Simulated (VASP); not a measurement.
Data:

```
Tc
1.0
    1.34364    -2.32726     0.00000
    1.34364     2.32726     0.00000
    0.00000     0.00000     4.28377
Tc
2
Cartesian
  1.34364   0.77575   1.07094
  1.34364  -0.77575   3.21283
```

Calculation: LDA (Ceperley-Alder, Perdew-Zunger), VASP's LDA PAW potentials (set 64) (plane waves; VASP 6.6.1). Numerical set-up: 500 eV cut-off, 15×15×9 Γ-centred mesh, first-order Methfessel-Paxton smearing of 0.10 eV, potentials Tc_pv.

Energy and stress use the plane-wave basis of the starting cell.

Question: The ions, cell shape and volume at an external pressure of 20.0 GPa are relaxed. Give the cell that the relaxation ends in.

Answer: 
```
Tc
1.0
    1.33261    -2.30814     0.00000
    1.33261     2.30814     0.00000
    0.00000     0.00000     4.24907
Tc
2
Direct
  0.33333   0.66667   0.25000
  0.66667   0.33333   0.75000
```
Space group P6_3/mmc (194), at a tolerance of 0.03 Å.

Question: How do energy and volume change from the first to the last step?

Answer: The energy (σ→0) changes by +30.1 meV/atom and the volume by -2.4 %, in 4 ionic steps.

The compound is Tc in the hcp structure. This run relaxes it under an external pressure of 20 GPa. Symmetry was kept, so distortions that lower it aren't found.
